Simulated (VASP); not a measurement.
Computed with r2SCAN+rVV10, VASP's PBE PAW potentials (set 64) (plane waves; VASP 6.6.1).

VASP input:

INCAR:
```
SIGMA=0.05
ISIF=2
ISMEAR=0   # Gaussian
NELM=100
LWAVE=.False.
METAGGA=R2SCAN
SYSTEM=MgO
ALGO=Normal
CPARAM=0.0093
LCHARG=.False.
LREAL=.False.   # projection in real space or not
LUSE_VDW=.True.
BPARAM=11.95
LASPH=.True.
EDIFF=1E-7   # SCF stop (eV)
PREC=Accurate
ENCUT=520
LMIXTAU=.True.
```

**POSCAR**
```
MgO
1
    0.0000000000     2.0932870930     2.0932870930
    2.0932870930     0.0000000000     2.0932870930
    2.0932870930     2.0932870930     0.0000000000
Mg O
1 1
Direct
  0.0000000000   0.0000000000   0.0000000000
  0.5000000000   0.5000000000   0.5000000000
```

File KPOINTS:
```
Automatic
0
Gamma
 11 11 11
0 0 0
```

POTCAR, in this order: Mg O (PBE.64 set). Program: vasp_std.

**Question.** Predict the energy per atom (σ→0), band gap (on the k-mesh).

**Answer.** 
```yaml
energy per atom (σ→0): -7.945 eV/atom
band gap (on the k-mesh): 5.75 eV
```

OSZICAR:
```
...
DAV:  15    -0.158899653959E+02    0.96599E-05   -0.10906E-06  1112   0.118E-02    0.342E-03
DAV:  16    -0.158899731394E+02   -0.77434E-05   -0.97956E-07  1024   0.863E-03    0.621E-04
DAV:  17    -0.158899719058E+02    0.12335E-05   -0.81620E-08   896   0.472E-03    0.189E-04
DAV:  18    -0.158899727513E+02   -0.84547E-06   -0.22416E-09   544   0.595E-04    0.671E-05
DAV:  19    -0.158899724586E+02    0.29265E-06   -0.85848E-10   488   0.339E-04    0.170E-05
DAV:  20    -0.158899727799E+02   -0.32125E-06   -0.30712E-10   504   0.212E-04    0.106E-05
DAV:  21    -0.158899727721E+02    0.77492E-08   -0.11036E-11   504   0.508E-05
   1 F= -.15889973E+02 E0= -.15889973E+02  d E =-.153653E-17
```

The compound is MgO in the rock salt structure. It was relaxed first.
